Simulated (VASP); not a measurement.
Input:

```xyz
6
Lattice="3.2479 0.0000 0.0000 -1.6239 2.8128 0.0000 0.0000 0.0000 23.7533" Properties=species:S:1:pos:R:3 pbc="T T T"
Mo     0.0000     1.8752     3.6008
Mo     1.6239     0.9376    10.6956
Se     0.0000     1.8752    12.4928
Se     0.0000     1.8752     8.8973
S      1.6239     0.9376     1.9606
S      1.6239     0.9376     5.2419
```

Calculation: PBE GGA, VASP's PBE PAW potentials (set 64) (plane waves; VASP). Run with PREC = Normal, EDIFF = 1E-5, 400 eV cut-off, 9×9×2 Γ-centred mesh, Gaussian smearing of 0.050 eV, potentials Mo Se S.

**Question.** The ions are relaxed. Predict the relaxed structure.

**Answer.** 
```xyz
6
Lattice="3.2479 0.0000 0.0000 -1.6239 2.8128 0.0000 0.0000 0.0000 23.7533" Properties=species:S:1:pos:R:3 pbc="T T T"
Mo     0.0000     1.8752     3.6001
Mo     1.6239     0.9376    10.6958
Se     0.0000     1.8752    12.3903
Se     0.0000     1.8752     9.0018
S      1.6239     0.9376     2.0586
S      1.6239     0.9376     5.1424
```

**Question.** How much energy does the relaxation gain?

**Answer.** The energy (σ→0) changes by -54.5 meV/atom, in 7 ionic steps.

```csv
step,E(σ→0) (eV),max force (eV/Å),pressure (GPa),volume (Å³)
1,-41.3788,1.615,-4.25,217.00
2,-41.6814,0.508,-1.21,217.00
3,-41.7045,0.127,-0.06,217.00
4,-41.7045,0.147,0.05,217.00
5,-41.7060,0.038,0.08,217.00
6,-41.7060,0.032,0.08,217.00
7,-41.7061,0.013,0.01,217.00
```

The cell is a sheet with vacuum, built from a database entry that may be metastable or hypothetical.
